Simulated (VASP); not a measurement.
Consider the following.

```
KF
1.0
    0.00000     2.65627     2.65627
    2.65627     0.00000     2.65627
    2.65627     2.65627     0.00000
K F
1 1
Direct
  0.00000   0.00000   0.00000
  0.50000   0.50000   0.50000
```

These are PBE GGA, VASP's PBE PAW potentials (set 64) (plane waves; VASP) values and carry that method's errors. Run with 400 eV cut-off, 6×6×6 Γ-centred mesh, Gaussian smearing of 0.010 eV, potentials K_sv F.

### Question
Give the energies of bands 6 to 10 at the high-symmetry points, in eV from the valence-band maximum.

### Answer

```csv
band,Γ,X,U,L,W
6,0.00,-0.20,-0.34,-0.81,-0.41
7,0.00,-0.05,-0.19,-0.36,-0.16
8,0.00,-0.05,-0.19,-0.36,-0.16
9,6.28,8.24,9.02,9.17,9.82
10,10.75,10.43,10.85,10.77,9.82
```

The gap is direct, 6.28 eV, from the valence maximum at Γ to the conduction minimum at Γ.

The structure comes from a computed database's KF entry; how it stands against other phases isn't given here. The cell was not relaxed at this level.
